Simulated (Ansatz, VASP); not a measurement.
## One calculation of TlO2, two programs

```xyz
3
Lattice="3.5060 0.0000 0.0000 -1.7530 3.0363 0.0000 0.0000 0.0000 4.0001" Properties=species:S:1:pos:R:3 pbc="T T T"
Tl    0.0000    0.0000    0.0000
O     0.0000    2.0242    1.0492
O     1.7530    1.0121    2.9509
```

Change from the starting cell: species swapped into the TmCd2 type (P-3m1, No. 164).

Alike in both runs: functional PBE; k mesh 6 × 6 × 6; occupations gaussian, width 0.1 eV; no spin polarisation.

Ansatz relaxed the structure, and its values are those at the end. VASP's run is a single point on that final structure, the one shown.

```csv
,VASP,Ansatz
version,VASP 6.6.1,Ansatz 0.2.0
potentials or method,"VASP PAW PBE potentials, release 64 (Tl_d, O)","scalar-relativistic, plane waves, PAW"
plane-wave cutoff (eV),520,420
valence electrons in the cell,25,25
```

|  | VASP | Ansatz | Ansatz less VASP |
| --- | --- | --- | --- |
| gap on the k mesh at the Fermi level (eV) | none | none | - |
| pressure (GPa) | 0.1 | 0.0 | -0.17 |
| rms of the force components (eV/Å) | 0.010 | 0.002 | -0.0080 |

A gap of «none» marks a metal or a gap that the smearing closes.

Caveats: an odd number of electrons without spin polarisation forces a metal; a magnetic or distorted state may lie lower. Spin-orbit coupling is left out, which matters for the levels of Tl.
